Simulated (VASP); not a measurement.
Input:

```xyz
2
Lattice="0.0000 3.2300 3.2300 3.2300 0.0000 3.2300 3.2300 3.2300 0.0000" Properties=species:S:1:pos:R:3 pbc="T T T"
Hg     0.0000     0.0000     0.0000
Te     1.6150     1.6150     1.6150
```

These are revPBE GGA, VASP's PBE PAW potentials (set 64) (plane waves; VASP) values and carry that method's errors. Settings: 520 eV cut-off, 7×7×7 Γ-centred mesh, Gaussian smearing of 0.050 eV, potentials Hg Te.

Energy and stress use the plane-wave basis of the starting cell.

Q: The ions, cell shape and volume are relaxed. Which structure does the run end with?

A: 
```xyz
2
Lattice="0.0000 3.3649 3.3649 3.3649 0.0000 3.3649 3.3649 3.3649 0.0000" Properties=species:S:1:pos:R:3 pbc="T T T"
Hg     0.0000     0.0000     0.0000
Te     1.6824     1.6824     1.6824
```
Space group F-43m (216), at a tolerance of 0.03 Å.

Q: How do energy and volume change from the first to the last step?

A: The energy (σ→0) changes by -61.7 meV/atom and the volume by +13.1 %, in 3 ionic steps.

| step | E(σ→0) (eV) | max force (eV/Å) | pressure (GPa) | volume (Å³) |
|---|---|---|---|---|
| 1 | -2.9078 | 0.000 | 5.07 | 67.40 |
| 2 | -3.0263 | 0.000 | -0.74 | 78.33 |
| 3 | -3.0312 | 0.000 | 0.03 | 76.20 |

The compound is HgTe in the zinc blende structure. This run relaxes it. Symmetry was kept, so distortions that lower it aren't found.
